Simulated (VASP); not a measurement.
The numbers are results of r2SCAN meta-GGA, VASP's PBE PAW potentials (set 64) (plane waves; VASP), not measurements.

Input for VASP

**INCAR**
```
SYSTEM = TiSi
PREC = Accurate; ENCUT = 400; LREAL = .FALSE.
LASPH = .TRUE.
EDIFF = 1E-7; NELM = 100; ALGO = Normal
LMAXMIX = 4; LMIXTAU = .TRUE.
ISMEAR = -5
METAGGA = R2SCAN
ISIF = 2
LWAVE = .FALSE.; LCHARG = .FALSE.; LORBIT = 11
NEDOS = 601
```

POSCAR:
```
TiSi
1
    6.5098001480     0.0000000000     0.0000000000
    0.0000000000     3.6284835956    -0.0000000000
    0.0000000000     0.0000000000     4.9934984203
Ti Si
4 4
Direct
  0.6755544659   0.2500000000   0.3717743605
  0.3244455341   0.7500000000   0.6282256395
  0.8244455341   0.7500000000   0.8717743605
  0.1755544659   0.2500000000   0.1282256395
  0.5440022169   0.2500000000   0.8552200708
  0.4559977831   0.7500000000   0.1447799292
  0.9559977831   0.7500000000   0.3552200708
  0.0440022169   0.2500000000   0.6447799292
```

KPOINTS_OPT:
```
k-points along high-symmetry lines
5
Line-mode
Reciprocal
  0.000000   0.000000   0.000000 ! GAMMA
  0.500000   0.000000   0.000000 ! X

  0.500000   0.000000   0.000000 ! X
  0.500000   0.500000   0.000000 ! S

  0.500000   0.500000   0.000000 ! S
  0.000000   0.500000   0.000000 ! Y

  0.000000   0.500000   0.000000 ! Y
  0.000000   0.000000   0.000000 ! GAMMA

  0.000000   0.000000   0.000000 ! GAMMA
  0.000000   0.000000   0.500000 ! Z

  0.000000   0.000000   0.500000 ! Z
  0.500000   0.000000   0.500000 ! U

  0.500000   0.000000   0.500000 ! U
  0.500000   0.500000   0.500000 ! R

  0.500000   0.500000   0.500000 ! R
  0.000000   0.500000   0.500000 ! T

  0.000000   0.500000   0.500000 ! T
  0.000000   0.000000   0.500000 ! Z

  0.500000   0.000000   0.000000 ! X
  0.500000   0.000000   0.500000 ! U

  0.000000   0.500000   0.000000 ! Y
  0.000000   0.500000   0.500000 ! T

  0.500000   0.500000   0.000000 ! S
  0.500000   0.500000   0.500000 ! R
```

### KPOINTS
```
Automatic mesh
0
Gamma
6 10 7
0 0 0
```

POTCAR, in this order: Ti_sv Si (PBE.64 set). Program: vasp_std.

The resulting files:

File OUTCAR:
```
 ion  position               nearest neighbor table
   1  0.676  0.250  0.372-   5 2.56   6 2.57   6 2.57   7 2.58   7 2.58   5 2.72   8 2.76
   2  0.324  0.750  0.628-   6 2.56   5 2.57   5 2.57   8 2.58   8 2.58   6 2.72   7 2.76
   3  0.824  0.750  0.872-   7 2.56   8 2.57   8 2.57   5 2.58   5 2.58   7 2.72   6 2.76
   4  0.176  0.250  0.128-   8 2.56   7 2.57   7 2.57   6 2.58   6 2.58   8 2.72   5 2.76
   5  0.544  0.250  0.855-   6 2.39   6 2.39   1 2.56   2 2.57   2 2.57   3 2.58   3 2.58   1 2.72
                             4 2.76
   6  0.456  0.750  0.145-   5 2.39   5 2.39   2 2.56   1 2.57   1 2.57   4 2.58   4 2.58   2 2.72
                             3 2.76
   7  0.956  0.750  0.355-   8 2.39   8 2.39   3 2.56   4 2.57   4 2.57   1 2.58   1 2.58   3 2.72
                             2 2.76
   8  0.044  0.250  0.645-   7 2.39   7 2.39   4 2.56   3 2.57   3 2.57   2 2.58   2 2.58   4 2.72
                             1 2.76
  LATTYP: Found a simple orthorhombic cell.
 ALAT       =     3.6284835956
 B/A-ratio  =     1.3761942940
 C/A-ratio  =     1.7940828383
 Subroutine PRICEL returns:
 Original cell was already a primitive cell.
 Subroutine GETGRP returns: Found  8 space group operations
The static configuration has the point symmetry S_2 .
 The point group associated with its full space group is D_2h.
The dynamic configuration has the point symmetry S_2 .
 Subroutine INISYM returns: Found  8 space group operations
 Subroutine IBZKPT returns following result:
 Found     96 irreducible k-points:

 Following reciprocal coordinates:
            Coordinates               Weight
  0.000000  0.000000  0.000000      1.000000
  0.166667  0.000000  0.000000      2.000000
  0.333333  0.000000  0.000000      2.000000
  0.500000  0.000000  0.000000      1.000000
  0.000000  0.100000  0.000000      2.000000
  0.166667  0.100000  0.000000      4.000000
  0.333333  0.100000  0.000000      4.000000
  0.500000  0.100000  0.000000      2.000000
  0.000000  0.200000  0.000000      2.000000
  0.166667  0.200000  0.000000      4.000000
  0.333333  0.200000  0.000000      4.000000
  0.500000  0.200000  0.000000      2.000000
  0.000000  0.300000  0.000000      2.000000
  0.166667  0.300000  0.000000      4.000000
  0.333333  0.300000  0.000000      4.000000
  0.500000  0.300000  0.000000      2.000000
  0.000000  0.400000  0.000000      2.000000
  0.166667  0.400000  0.000000      4.000000
  0.333333  0.400000  0.000000      4.000000
  0.500000  0.400000  0.000000      2.000000
  0.000000  0.500000  0.000000      1.000000
  0.166667  0.500000  0.000000      2.000000
  0.333333  0.500000  0.000000      2.000000
  0.500000  0.500000  0.000000      1.000000
  0.000000  0.000000  0.142857      2.000000
  0.166667  0.000000  0.142857      4.000000
  0.333333  0.000000  0.142857      4.000000
  0.500000  0.000000  0.142857      2.000000
  0.000000  0.100000  0.142857      4.000000
  0.166667  0.100000  0.142857      8.000000
  0.333333  0.100000  0.142857      8.000000
  0.500000  0.100000  0.142857      4.000000
  0.000000  0.200000  0.142857      4.000000
  0.166667  0.200000  0.142857      8.000000
  0.333333  0.200000  0.142857      8.000000
  0.500000  0.200000  0.142857      4.000000
  0.000000  0.300000  0.142857      4.000000
  0.166667  0.300000  0.142857      8.000000
  0.333333  0.300000  0.142857      8.000000
  0.500000  0.300000  0.142857      4.000000
   k-points           NKPTS =     96   k-points in BZ     NKDIM =     96   number of bands    NBANDS=     38
   number of dos      NEDOS =    601   number of ions     NIONS =      8
   total plane-waves  NPLWV =  36288
   dimension x,y,z NGX =    42 NGY =   24 NGZ =   36
   dimension x,y,z NGXF=    84 NGYF=   48 NGZF=   72
   ions per type =               4   4
...
```

OSZICAR:
```
       N       E                     dE             d eps       ncg     rms          rms(c)
DAV:   1     0.691711017557E+03    0.69171E+03   -0.27626E+04  7304   0.166E+03
DAV:   2    -0.602781521266E+01   -0.69774E+03   -0.68184E+03  7296   0.539E+02
DAV:   3    -0.103330806750E+03   -0.97303E+02   -0.94316E+02 11844   0.172E+02
DAV:   4    -0.114155199472E+03   -0.10824E+02   -0.10716E+02 10832   0.522E+01
DAV:   5    -0.114827728103E+03   -0.67253E+00   -0.67012E+00 11188   0.122E+01    0.276E+01
DAV:   6    -0.973078529379E+02    0.17520E+02   -0.71239E+01  9728   0.702E+01    0.783E+00
DAV:   7    -0.927996994324E+02    0.45082E+01   -0.42789E+00  8948   0.156E+01    0.517E+00
DAV:   8    -0.931739157346E+02   -0.37422E+00   -0.15819E+00  8466   0.947E+00    0.878E-01
DAV:   9    -0.930913189449E+02    0.82597E-01   -0.10952E+00  7806   0.862E+00    0.441E-01
DAV:  10    -0.931289264442E+02   -0.37607E-01   -0.41484E-01  8404   0.381E+00    0.697E-01
DAV:  11    -0.929030439055E+02    0.22588E+00   -0.88852E-02  8268   0.229E+00    0.714E-01
DAV:  12    -0.929907041965E+02   -0.87660E-01   -0.12935E-02  8800   0.717E-01    0.482E-01
DAV:  13    -0.932651902922E+02   -0.27449E+00   -0.18313E-01  7578   0.300E+00    0.125E-01
DAV:  14    -0.932638161942E+02    0.13741E-02   -0.90049E-03  9696   0.637E-01    0.159E-01
DAV:  15    -0.932645284445E+02   -0.71225E-03   -0.30060E-04 10974   0.955E-02    0.167E-01
DAV:  16    -0.932662139705E+02   -0.16855E-02   -0.26533E-04  8340   0.995E-02    0.140E-01
DAV:  17    -0.932662468221E+02   -0.32852E-04   -0.48003E-04  9230   0.111E-01    0.186E-01
DAV:  18    -0.932673733003E+02   -0.11265E-02   -0.22159E-02  9166   0.664E-01    0.210E-01
DAV:  19    -0.932675296473E+02   -0.15635E-03   -0.61456E-04  8994   0.125E-01    0.192E-01
DAV:  20    -0.932675740229E+02   -0.44376E-04   -0.17934E-04  8686   0.769E-02    0.148E-01
DAV:  21    -0.932672360413E+02    0.33798E-03   -0.20158E-03  9346   0.190E-01    0.206E-02
DAV:  22    -0.932672704471E+02   -0.34406E-04   -0.20115E-04  8854   0.793E-02    0.286E-02
DAV:  23    -0.932672667982E+02    0.36489E-05   -0.77219E-06  9050   0.136E-02    0.253E-02
DAV:  24    -0.932672500536E+02    0.16745E-04   -0.48608E-05  9252   0.315E-02    0.125E-02
DAV:  25    -0.932672408779E+02    0.91757E-05   -0.14969E-05 10292   0.174E-02    0.914E-03
DAV:  26    -0.932672397599E+02    0.11180E-05   -0.62791E-06  9060   0.146E-02    0.339E-03
DAV:  27    -0.932672409053E+02   -0.11453E-05   -0.14364E-06  9118   0.865E-03    0.121E-03
DAV:  28    -0.932672409070E+02   -0.16753E-08   -0.34409E-07  6598   0.452E-03
   1 F= -.93267241E+02 E0= -.93267241E+02  d E =0.000000E+00
       N       E                     dE             ncg
```

OUTCAR:
```
------------------------ aborting loop because EDIFF is reached ----------------------------------------
  FORCE on cell =-STRESS in cart. coord.  units (eV):
  Direction    XX          YY          ZZ          XY          YZ          ZX
  --------------------------------------------------------------------------------------
  Total        0.0148456      0.1864911     -0.0380423      0.0000000      0.0000000      0.0000000
  in kB        0.2016560      2.5332089     -0.5167490      0.0000000      0.0000000      0.0000000
  external PRESSURE =       0.7393720 kB  Pullay stress =       0.0000000 kB
  volume of cell :      117.95
      direct lattice vectors                 reciprocal lattice vectors
     6.509800148  0.000000000  0.000000000     0.153614547  0.000000000  0.000000000
     0.000000000  3.628483596  0.000000000     0.000000000  0.275597222  0.000000000
     0.000000000  0.000000000  4.993498420     0.000000000  0.000000000  0.200260402
 POSITION                                       TOTAL-FORCE (eV/Angst)
 -----------------------------------------------------------------------------------
      4.39772      0.90712      1.85645         0.017693      0.000000      0.002712
      2.11208      2.72136      3.13704        -0.017693     -0.000000     -0.002712
      5.36698      2.72136      4.35320        -0.017693      0.000000      0.002712
      1.14282      0.90712      0.64029         0.017693      0.000000     -0.002712
      3.54135      0.90712      4.27054         0.020140      0.000000      0.018889
      2.96845      2.72136      0.72296        -0.020140      0.000000     -0.018889
      6.22335      2.72136      1.77379        -0.020140     -0.000000      0.018889
      0.28645      0.90712      3.21971         0.020140      0.000000     -0.018889
 -----------------------------------------------------------------------------------
    total drift:                                0.000000      0.000000     -0.000000
  FREE ENERGIE OF THE ION-ELECTRON SYSTEM (eV)
  ---------------------------------------------------
  free  energy   TOTEN  =       -93.2672409070 eV

  energy  without entropy=      -93.2672409070  energy(sigma->0) =      -93.26724091

 total charge

# of ion       s       p       d       tot
------------------------------------------
    1        2.162   6.148   1.959  10.269
    2        2.162   6.148   1.959  10.269
    3        2.162   6.148   1.959  10.269
    4        2.162   6.148   1.959  10.269
    5        0.749   0.999   0.000   1.749
    6        0.749   0.999   0.000   1.749
    7        0.749   0.999   0.000   1.749
    8        0.749   0.999   0.000   1.749
--------------------------------------------------
tot         11.645  28.589   7.837  48.071
```
(Selected blocks of OUTCAR.)

For a metal the tetrahedron method with Blöchl corrections gives inexact stress and forces.

The structure comes from a computed database's TiSi entry (Pnma); how it stands against other phases isn't given here. It was relaxed first.
